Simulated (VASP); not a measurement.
An input for Ansatz (written as the equivalent of a VASP run, and not itself run):

Ansatz 0.2 input:
```yaml
crystal:
  lattice:
    - [3.9134785, 0.0000000, 0.0000000]
    - [0.0000000, 3.9134785, 0.0000000]
    - [0.0000000, 0.0000000, 3.9134785]
  atoms:
    - { symbol: Ti, position: [0.0000000, 0.0000000, 0.0000000] }
    - { symbol: Al, position: [0.5000000, 0.5000000, 0.0000000] }
    - { symbol: Al, position: [0.0000000, 0.5000000, 0.5000000] }
    - { symbol: Al, position: [0.5000000, 0.0000000, 0.5000000] }
kpoints:
  mp_grid: { grid: [7, 7, 7] }
hamiltonian:
  xc: lda
  pseudopotentials: { kind: paw }
scf:
  occupations: { method: methfessel_paxton, width: 0.1 }
  max_iter: 100
relax:
  max_steps: 60
  f_tol: 0.02
  cell: {}
output: { forces: true, stress: true, eigenvalues: true }
```

### Question
Translate this input to VASP (INCAR, KPOINTS, POSCAR, choice of POTCAR).

### Answer
This is not unique; one that fits is 
**INCAR**
```
NSW = 60
LASPH = .TRUE.   ! aspherical one-centre terms
NELM = 100
PREC = Accurate
IBRION = 2   ! conjugate gradients
LREAL = .FALSE.   ! projection in real space or not
ALGO = Normal   ! blocked Davidson
ISMEAR = 1
SYSTEM = TiAl3
EDIFFG = -0.02
LWAVE = .FALSE.
EDIFF = 1E-6   ! SCF stop (eV)
LMAXMIX = 4   ! l cut-off of mixed one-centre charges
ISIF = 3
LCHARG = .FALSE.
ENCUT = 400
SIGMA = 0.1   ! width (eV)
```

KPOINTS:
```
Automatic mesh
0
Gamma
7 7 7
0 0 0
```

File POSCAR:
```
TiAl3
1
    3.9134784833     0.0000000000    -0.0000000000
    0.0000000000     3.9134784833     0.0000000000
   -0.0000000000    -0.0000000000     3.9134784833
Ti Al
1 3
Direct
  0.0000000000   0.0000000000   0.0000000000
  0.5000000000   0.5000000000   0.0000000000
  0.0000000000   0.5000000000   0.5000000000
  0.5000000000   0.0000000000   0.5000000000
```

POTCAR, in this order: Ti_sv Al (LDA.64 set). Program: vasp_std.

What does not carry over: each code has its own PAW files, so the cut-off isn't converted (ENCUT is set for VASP's; basis.ecutwfc is left out, and Ansatz then takes the one that its files recommend); Ansatz stops its SCF on the density residual and VASP on the energy change (EDIFF); Ansatz's lda is the Perdew-Wang form, while the LDA potentials of VASP carry Perdew-Zunger's.

The structure comes from a computed database's TiAl3 entry (Pm-3m); how it stands against other phases isn't given here. This run relaxes it. Symmetry was kept, so distortions that lower it aren't found. The start is the result of an earlier pass.
